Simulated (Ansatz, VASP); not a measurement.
**Rb3SI in VASP and in Ansatz**

```xyz
5
Lattice="6.7200 0.0000 0.0000 0.0000 6.7200 0.0000 0.0000 0.0000 6.7200" Properties=species:S:1:pos:R:3 pbc="T T T"
I     0.0000    0.0000    0.0000
S     3.3600    3.3600    3.3600
Rb    3.3600    3.3600    0.0000
Rb    3.3600    0.0000    3.3600
Rb    0.0000    3.3600    3.3600
```

The cell comes from a database or a generator and needn't be the stable form of this composition.

Alike in both runs: task single point; functional PBEsol; k mesh 4 × 4 × 4; occupations gaussian, width 0.05 eV; no spin polarisation.

|  | VASP | Ansatz |
| --- | --- | --- |
| version | VASP 6.6.1 | Ansatz 0.2.0 |
| potentials or method | VASP PAW PBE potentials, release 64 (I, S, Rb_sv) | scalar-relativistic, plane waves, PAW |
| plane-wave cutoff (eV) | 520 | 420 |
| valence electrons in the cell | 40 | 50 |

Ansatz gave:

| Property | Result |
| --- | --- |
| gap on the k mesh at the Fermi level (eV) | 1.29 |
| least direct gap on the mesh (eV) | 1.29 |
| pressure (GPa) | -1.6 |

Question: What did VASP give for the same quantities?

Answer: gap on the k mesh at the Fermi level (eV): 1.28; least direct gap on the mesh (eV): 1.28; pressure (GPa): -1.6.

The functional is the same, so the differences come from potentials, cutoffs and numerics. The two sets of potentials don't hold the same shells in valence.

Caveats: the PAW data sets were made with another functional, which shifts forces and pressure a little (VASP); spin-orbit coupling is left out, which moves the levels of the heavy elements. A k mesh can miss the band edges. Expect the measured gap to be larger: semilocal functionals such as PBEsol lack the derivative discontinuity.
